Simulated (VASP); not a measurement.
```xyz
8
Lattice="0.0000 2.4150 2.4150 2.4150 0.0000 2.4150 9.7163 9.7163 -0.0565" Properties=species:S:1:pos:R:3 pbc="T T T"
In     9.6367     9.6367     0.0231
In     2.4271     2.4271    -0.0121
In     7.3428     7.3428     4.7319
N      1.1895     1.1895     1.2255
N      3.6915     3.6915     1.1384
N      6.1920     6.1920     1.0529
N      8.3756     8.3756     1.2842
Al     7.2691     7.2691    -0.0243
```

Computed with PBEsol GGA, VASP's PBE PAW potentials (set 64) (plane waves; VASP). Numerical set-up: 520 eV cut-off, Gaussian smearing of 0.050 eV, potentials In_d N Al.

Unless said otherwise, spin-orbit coupling is left out, though it shifts the bands of the heavy elements here.

Q: Give the energies of bands 22 to 35 at the high-symmetry points, in eV from the valence-band maximum.

A: 
```
band      Γ      T     H2      L     S0      F
----  -----  -----  -----  -----  -----  -----
22    -3.43  -2.26  -5.09  -5.05  -5.10  -5.20
23    -1.53  -1.53  -4.93  -4.99  -4.94  -5.08
24    -1.53  -1.53  -3.81  -3.05  -3.81  -2.98
25    -0.59  -1.47  -3.66  -2.84  -3.60  -2.83
26    -0.59  -0.64  -3.37  -2.50  -3.47  -2.56
27    -0.39  -0.64  -3.17  -2.06  -3.14  -2.45
28    -0.39  -0.30  -2.14  -1.82  -2.20  -1.78
29    -0.35  -0.30  -2.10  -1.74  -2.04  -1.61
30     0.00  -0.04  -1.91  -1.23  -1.92  -1.10
31     0.00  -0.04  -1.61  -1.05  -1.60  -0.88
32     0.08   1.18   4.38   3.00   4.38   2.58
33     2.53   1.55   4.83   3.43   4.86   3.37
34     2.75   3.41   5.21   3.90   5.16   4.18
35     3.79   3.60   5.47   4.51   5.45   4.61
```

The gap is direct, 0.08 eV, from the valence maximum at Γ to the conduction minimum at Γ.

The structure was generated: AlIn3N4 was put into an ordered model structure (R3m), which need not be its known phase. It was relaxed first.
